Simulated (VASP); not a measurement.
All values below come from vdW-DF2, VASP's PBE PAW potentials (set 64) (plane waves; VASP 6.6.1).

The input files of a VASP run:

KPOINTS:
```
Automatic
0
Gamma
  13 13 9
```

### INCAR
```
! general
SYSTEM   = TiAl
PREC     = Accurate
ENCUT    = 520
LREAL    = F
LASPH    = T

! electronic loop
EDIFF    = 1E-7
NELM     = 100
ALGO     = Normal
LMAXMIX  = 4

! smearing
ISMEAR   = 1
SIGMA    = 0.1

! functional
GGA      = ML
LUSE_VDW = T
AGGAC    = 0.0
ZAB_VDW  = -1.8867

! ions
IBRION   = 2
NSW      = 30
ISIF     = 4
EDIFFG   = -0.01

! output
LWAVE    = F
LCHARG   = F
```

**POSCAR**
```
TiAl
1
    2.8223490885     0.0000000000     0.0000000000
    0.0000000000     2.8223490885     0.0000000000
    0.0000000000     0.0000000000     4.0593759746
Ti Al
1 1
Direct
  0.0000000000   0.0000000000   0.0000000000
  0.5000000000   0.5000000000   0.5000000000
```

POTCAR, in this order: Ti_sv Al (PBE.64 set). Program: vasp_std.

The run wrote:

File OUTCAR:
```
 ion  position               nearest neighbor table
   1  0.000  0.000  0.000-   2 2.85   2 2.85   2 2.85   2 2.85   2 2.85   2 2.85   2 2.85   2 2.85
  LATTYP: Found a simple tetragonal cell.
 ALAT       =     2.8223490885
 C/A-ratio  =     1.4382969106
 Subroutine PRICEL returns:
 Original cell was already a primitive cell.
 Subroutine GETGRP returns: Found 16 space group operations
The static configuration has the point symmetry D_4h.
The dynamic configuration has the point symmetry D_4h.
 Subroutine INISYM returns: Found 16 space group operations
 Subroutine IBZKPT returns following result:
 Found    140 irreducible k-points:

 Following reciprocal coordinates:
            Coordinates               Weight
  0.000000  0.000000  0.000000      1.000000
  0.076923  0.000000  0.000000      4.000000
  0.153846  0.000000  0.000000      4.000000
  0.230769  0.000000  0.000000      4.000000
  0.307692  0.000000  0.000000      4.000000
  0.384615  0.000000  0.000000      4.000000
  0.461538  0.000000  0.000000      4.000000
  0.076923  0.076923  0.000000      4.000000
  0.153846  0.076923  0.000000      8.000000
...
```

### OSZICAR
```
       N       E                     dE             d eps       ncg     rms          rms(c)
DAV:   1     0.949606993298E+02    0.94961E+02   -0.74813E+03  3080   0.138E+03
DAV:   2    -0.204153590037E+01   -0.97002E+02   -0.94546E+02  3110   0.332E+02
DAV:   3    -0.788817720526E+01   -0.58466E+01   -0.55799E+01  4951   0.790E+01
DAV:   4    -0.809148085007E+01   -0.20330E+00   -0.20096E+00  3846   0.127E+01
DAV:   5    -0.810066496477E+01   -0.91841E-02   -0.91761E-02  4581   0.245E+00    0.902E+00
DAV:   6    -0.700952983345E+01    0.10911E+01   -0.11293E+01  3914   0.353E+01    0.340E+00
DAV:   7    -0.686005753296E+01    0.14947E+00   -0.12744E+00  3619   0.123E+01    0.190E+00
DAV:   8    -0.686505651202E+01   -0.49990E-02   -0.14643E-01  3512   0.434E+00    0.521E-01
DAV:   9    -0.686306215738E+01    0.19944E-02   -0.32330E-02  3691   0.232E+00    0.215E-01
DAV:  10    -0.686333543042E+01   -0.27327E-03   -0.18557E-03  3744   0.483E-01    0.386E-02
DAV:  11    -0.686331059755E+01    0.24833E-04   -0.45969E-04  4273   0.225E-01    0.411E-02
DAV:  12    -0.686330314043E+01    0.74571E-05   -0.21090E-05  3534   0.539E-02    0.140E-02
DAV:  13    -0.686330005494E+01    0.30855E-05   -0.30741E-06  3923   0.156E-02    0.517E-03
DAV:  14    -0.686329969384E+01    0.36109E-06   -0.54944E-07  3563   0.903E-03    0.532E-04
DAV:  15    -0.686329983514E+01   -0.14129E-06   -0.38997E-08  1767   0.278E-03    0.181E-04
DAV:  16    -0.686329980631E+01    0.28832E-07   -0.13924E-08  1708   0.920E-04
   1 F= -.68632998E+01 E0= -.68631592E+01  d E =-.686330E+01
```

### OUTCAR
```
------------------------ aborting loop because EDIFF is reached ----------------------------------------
  FORCE on cell =-STRESS in cart. coord.  units (eV):
  Direction    XX          YY          ZZ          XY          YZ          ZX
  --------------------------------------------------------------------------------------
  Total        0.6897048      0.6897048      0.7129640      0.0000000     -0.0000000      0.0000000
  in kB       34.1737884     34.1737884     35.3262427      0.0000000     -0.0000000      0.0000000
  external PRESSURE =      34.5579398 kB  Pullay stress =       0.0000000 kB
  volume of cell :       32.34
      direct lattice vectors                 reciprocal lattice vectors
     2.822349089  0.000000000  0.000000000     0.354314781  0.000000000  0.000000000
     0.000000000  2.822349089  0.000000000     0.000000000  0.354314781  0.000000000
     0.000000000  0.000000000  4.059375975     0.000000000  0.000000000  0.246343282
 POSITION                                       TOTAL-FORCE (eV/Angst)
 -----------------------------------------------------------------------------------
      0.00000      0.00000      0.00000         0.000000      0.000000      0.000000
      1.41117      1.41117      2.02969         0.000000      0.000000      0.000000
 -----------------------------------------------------------------------------------
    total drift:                                0.000000      0.000000      0.000000
  FREE ENERGIE OF THE ION-ELECTRON SYSTEM (eV)
  ---------------------------------------------------
  free  energy   TOTEN  =        -6.8632998063 eV

  energy  without entropy=       -6.8628780115  energy(sigma->0) =       -6.86315921

 reached required accuracy - stopping structural energy minimisation
```
(Selected blocks of OUTCAR.)

The compound is TiAl in the L1_0 structure. This cell is one point of a volume scan, at 0.97 of the reference volume. The electron count is odd and the run is not spin-polarised, which forces a metal.
